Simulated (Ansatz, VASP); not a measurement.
This is a calculation of HfMoC2 for VASP 6.6.1.

INCAR

```
SYSTEM = HfMoC2
PREC = Accurate
ENCUT = 520
EDIFF = 1E-7
ISMEAR = -1
SIGMA = 0.05
LREAL = .False.
LASPH = .True.
NELM = 60
ALGO = Normal
ISIF = 2
LWAVE = .False.
LCHARG = .False.
GGA = PS
NBANDS = 24
```

The input KPOINTS:

```
regular mesh
0
Gamma
  8 8 6
  0 0 0
```

The input POSCAR:

```
HfMoC2
1.0
    3.1914230000      0.0000000000      0.0000000000
    0.0000000000      3.1914230000      0.0000000000
    0.0000000000      0.0000000000      4.4851640000
Hf Mo C
1 1 2
Direct
   -0.0087240000      0.0011950000     -0.0093970000
    0.5070810000      0.4984390000      0.5054810000
    0.4902260000      0.4772470000      0.0101300000
    0.0113420000     -0.0063310000      0.4960390000
```

Potentials or basis: VASP PAW PBE potentials, release 64 (Hf_pv, Mo_sv, C).

The run is started by

```console
$ cat potpaw_PBE.64/Hf_pv/POTCAR potpaw_PBE.64/Mo_sv/POTCAR potpaw_PBE.64/C/POTCAR > POTCAR
$ mpirun -np 1 vasp_std > vasp.out
```

Question: Set up the same calculation for Ansatz 0.2.0. Potentials there: Ansatz PAW.

Answer: As run (the cutoff follows the program's own potentials):

The input input.yaml:

```yaml
crystal:
  lattice:
    - [3.191423, 0.0, 0.0]
    - [0.0, 3.191423, 0.0]
    - [0.0, 0.0, 4.485164]
  atoms:
    - { symbol: Hf, position: [-0.008724, 0.001195, -0.009397] }
    - { symbol: Mo, position: [0.507081, 0.498439, 0.505481] }
    - { symbol: C, position: [0.490226, 0.477247, 0.01013] }
    - { symbol: C, position: [0.011342, -0.006331, 0.496039] }
hamiltonian:
  xc: pbesol
  pseudopotentials: { kind: paw }
kpoints:
  mp_grid: { grid: [8, 8, 6] }
scf:
  occupations: { method: fermi_dirac, width: 0.05 }
output:
  forces: true
  stress: true
  eigenvalues: true
```

Potentials or basis: Ansatz PAW.

Launch:

```console
$ ansatz run input.yaml --threads 1 --pin off --max-ram 3584MiB --backend cpu --events-out ev --progress --plain --runs-dir out
```

Both were run:

|  | VASP | Ansatz | Ansatz less VASP |
| --- | --- | --- | --- |
| gap on the k mesh at the Fermi level (eV) | none | none | - |
| pressure (GPa) | -8.3 | -8.3 | -0.06 |
| largest component of the traceless stress (GPa) | 2.73 | 2.76 | +0.030 |
| rms of the force components (eV/Å) | 0.535 | 0.535 | +0.0001 |

Atom by atom the forces differ by 0.003 eV/Å (rms over components). A gap of «none» marks a metal or a gap that the smearing closes. With one functional, cell and mesh, what is left measures potentials, basis and numerics. The two sets of potentials don't hold the same shells in valence.

Caveats: the PAW data sets were made with another functional, which shifts forces and pressure a little (VASP); the PAW data sets come from PBE, with cores solved anew for the run's functional, which leaves a small shift of forces and pressure (Ansatz). Spin-orbit coupling is left out, which matters for the levels of Hf.
